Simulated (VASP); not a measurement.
Here is the system:

```
CELL_PARAMETERS angstrom
      1.56421    -2.70929     0.00000
      1.56421     2.70929     0.00000
      0.00000     0.00000     3.54217
ATOMIC_POSITIONS crystal
  Mg 0.00000 0.00000 0.00000
  B  0.33333 0.66667 0.50000
  B  0.66667 0.33333 0.50000
```

Computed with SCAN meta-GGA, VASP's PBE PAW potentials (set 64) (plane waves; VASP). Numerical set-up: 520 eV cut-off, 11×11×9 Γ-centred mesh, first-order Methfessel-Paxton smearing of 0.10 eV, potentials Mg B.

The ions and cell shape at fixed volume are relaxed. What does this cell relax into?

```
CELL_PARAMETERS angstrom
      1.55060    -2.68571     0.00000
      1.55060     2.68571     0.00000
      0.00000     0.00000     3.60463
ATOMIC_POSITIONS crystal
  Mg 0.00000 0.00000 0.00000
  B  0.33333 0.66667 0.50000
  B  0.66667 0.33333 0.50000
```
Space group P6/mmm (191), at a tolerance of 0.03 Å.

How much energy does the relaxation gain?

The energy (σ→0) changes by -3.8 meV/atom, in 4 ionic steps.

```
step  E(σ→0) (eV)  max force (eV/Å)  pressure (GPa)  volume (Å³)
----  -----------  ----------------  --------------  -----------
1        -20.3458             0.000           -8.38        30.02
2        -20.3545             0.000           -7.87        30.02
3        -20.3572             0.000           -7.34        30.02
4        -20.3572             0.000           -7.44        30.02
```

The compound is MgB2 in the AlB2 type structure. This cell is one point of a volume scan, at 1.06 of the reference volume. Symmetry was kept, so distortions that lower it aren't found.
